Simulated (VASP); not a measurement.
Level of theory: r2SCAN meta-GGA, VASP's PBE PAW potentials (set 64) (plane waves; VASP).

A VASP calculation is set up with these files.

**INCAR**
```
! general
SYSTEM   =  C
PREC     =  Accurate
ENCUT    =  520   ! plane-wave cut-off (eV)
LREAL    =  .False.
LASPH    =  .True.

! electronic loop
EDIFF    =  1E-7
NELM     =  100   ! most electronic steps
ALGO     =  Normal
LMIXTAU  =  .True.

! smearing
ISMEAR   =  -5   ! tetrahedra, Bloechl

! functional
METAGGA  =  R2SCAN

! ions
ISIF     =  2

! output
LWAVE    =  .False.
LCHARG   =  .False.
LORBIT   =  11
NEDOS    =  601   ! DOS grid
```

KPOINTS:
```
Automatic mesh
0
Gamma
22 22 22
0 0 0
```

**POSCAR**
```
C
1
   -0.0000000000     1.5479108130     1.5479108130
    1.5479108130    -0.0000000000     1.5479108130
    1.5479108130     1.5479108130     0.0000000000
C
1
Direct
  0.0000000000   0.0000000000   0.0000000000
```

### KPOINTS_OPT
```
k-points along high-symmetry lines
10
Line-mode
Reciprocal
  0.000000   0.000000   0.000000 ! GAMMA
  0.500000   0.000000   0.500000 ! X

  0.500000   0.000000   0.500000 ! X
  0.625000   0.250000   0.625000 ! U

  0.375000   0.375000   0.750000 ! K
  0.000000   0.000000   0.000000 ! GAMMA

  0.000000   0.000000   0.000000 ! GAMMA
  0.500000   0.500000   0.500000 ! L

  0.500000   0.500000   0.500000 ! L
  0.500000   0.250000   0.750000 ! W

  0.500000   0.250000   0.750000 ! W
  0.500000   0.000000   0.500000 ! X
```

POTCAR, in this order: C (PBE.64 set). Program: vasp_std.

What VASP printed:

**OSZICAR**
```
       N       E                     dE             d eps       ncg     rms          rms(c)
DAV:   1    -0.334807206273E+01   -0.33481E+01   -0.24271E+03  4218   0.658E+02
DAV:   2    -0.627022976274E+01   -0.29222E+01   -0.27568E+01  5076   0.448E+01
DAV:   3    -0.629383903135E+01   -0.23609E-01   -0.23706E-01  4494   0.434E+00
DAV:   4    -0.629386008511E+01   -0.21054E-04   -0.21226E-04  5448   0.119E-01
DAV:   5    -0.629386009339E+01   -0.82744E-08   -0.87318E-08  4584   0.149E-03    0.832E-01
DAV:   6    -0.489034230850E+01    0.14035E+01   -0.28393E-01  4104   0.474E+00    0.667E-01
DAV:   7    -0.509875197342E+01   -0.20841E+00   -0.16701E-01  3936   0.384E+00    0.356E-01
DAV:   8    -0.512826739640E+01   -0.29515E-01   -0.25800E-02  4356   0.142E+00    0.538E-02
DAV:   9    -0.513204518089E+01   -0.37778E-02   -0.29792E-03  4074   0.568E-01    0.407E-02
DAV:  10    -0.513181906033E+01    0.22612E-03   -0.31276E-04  4842   0.192E-01    0.184E-02
DAV:  11    -0.513212245234E+01   -0.30339E-03   -0.10020E-04  4248   0.118E-01    0.422E-03
DAV:  12    -0.513212532742E+01   -0.28751E-05   -0.24226E-06  4668   0.182E-02    0.161E-03
DAV:  13    -0.513212563196E+01   -0.30454E-06   -0.45294E-07  4092   0.736E-03    0.840E-04
DAV:  14    -0.513212581650E+01   -0.18454E-06   -0.75759E-08  4236   0.365E-03    0.276E-04
DAV:  15    -0.513212559076E+01    0.22574E-06   -0.41273E-08  2352   0.221E-03    0.125E-04
DAV:  16    -0.513212558066E+01    0.10098E-07   -0.13339E-09  2088   0.468E-04
   1 F= -.51321256E+01 E0= -.51321256E+01  d E =0.000000E+00
       N       E                     dE             ncg
```

**OUTCAR**
```
------------------------ aborting loop because EDIFF is reached ----------------------------------------
  FORCE on cell =-STRESS in cart. coord.  units (eV):
  Direction    XX          YY          ZZ          XY          YZ          ZX
  --------------------------------------------------------------------------------------
  Total        0.0427447      0.0427447      0.0427447      0.0000000      0.0000000     -0.0000000
  in kB        9.2326290      9.2326290      9.2326290      0.0000000      0.0000000     -0.0000000
  external PRESSURE =       9.2326290 kB  Pullay stress =       0.0000000 kB
  volume of cell :        7.42
      direct lattice vectors                 reciprocal lattice vectors
     0.000000000  1.547910813  1.547910813    -0.323016026  0.323016026  0.323016026
     1.547910813  0.000000000  1.547910813     0.323016026 -0.323016026  0.323016026
     1.547910813  1.547910813  0.000000000     0.323016026  0.323016026 -0.323016026
 POSITION                                       TOTAL-FORCE (eV/Angst)
 -----------------------------------------------------------------------------------
      0.00000      0.00000      0.00000         0.000000     -0.000000      0.000000
 -----------------------------------------------------------------------------------
    total drift:                               -0.000000     -0.000000     -0.000000
  FREE ENERGIE OF THE ION-ELECTRON SYSTEM (eV)
  ---------------------------------------------------
  free  energy   TOTEN  =        -5.1321255807 eV

  energy  without entropy=       -5.1321255807  energy(sigma->0) =       -5.13212558

 total charge

# of ion       s       p       d       tot
------------------------------------------
    1        1.068   0.995   0.000   2.063
```
(Selected blocks of OUTCAR.)

For a metal the tetrahedron method with Blöchl corrections gives inexact stress and forces.

The structure was generated: C was put into the fcc type (Fm-3m), which need not be its known phase. It was relaxed first.
